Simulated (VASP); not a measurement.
Given:

```
CELL_PARAMETERS angstrom
      0.00000     3.20020     3.20020
      3.20020     0.00000     3.20020
      3.20020     3.20020     0.00000
ATOMIC_POSITIONS crystal
  Te 0.50000 0.50000 0.50000
  Pb 0.00000 0.00000 0.00000
```

All values below come from r2SCAN meta-GGA, VASP's PBE PAW potentials (set 64) (plane waves; VASP). Numerical set-up: 520 eV cut-off, 7×7×7 Γ-centred mesh, Gaussian smearing of 0.050 eV, potentials Te Pb_d.

Task: Estimate the energy per atom (σ→0), pressure.

Result: 
| Quantity | Result |
|---|---|
| energy per atom (σ→0) | -41.334 eV/atom |
| pressure | 3.01 GPa |

The absolute energy has meaning only against runs of the same code, potentials and settings.

The compound is PbTe in the rock salt structure. This cell is one point of a volume scan, at 0.94 of the reference volume.
